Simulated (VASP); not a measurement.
```yaml
crystal:
  lattice:
    - [0.00000, 1.81057, 1.81057]
    - [1.81057, 0.00000, 1.81057]
    - [1.81057, 1.81057, 0.00000]
  atoms:
    - { symbol: B, position: [0.00000, 0.00000, 0.00000] }
    - { symbol: N, position: [0.25000, 0.25000, 0.25000] }
```

These are optB86b-vdW, VASP's PBE PAW potentials (set 64) (plane waves; VASP) values and carry that method's errors. Run with 520 eV cut-off, 14×14×14 Γ-centred mesh, tetrahedra with Blöchl corrections, potentials B N.

What does the run give for the energy per atom (σ→0), band gap (on the k-mesh) with the smallest direct gap where there is one?

```json
{
  "band gap (on the k-mesh)": "4.51 eV",
  "smallest direct gap (on the k-mesh)": "8.84 eV",
  "energy per atom (σ→0)": "-7.850 eV/atom"
}
```

The absolute energy has meaning only against runs of the same code, potentials and settings.

The compound is BN in the zinc blende structure. It was relaxed first.
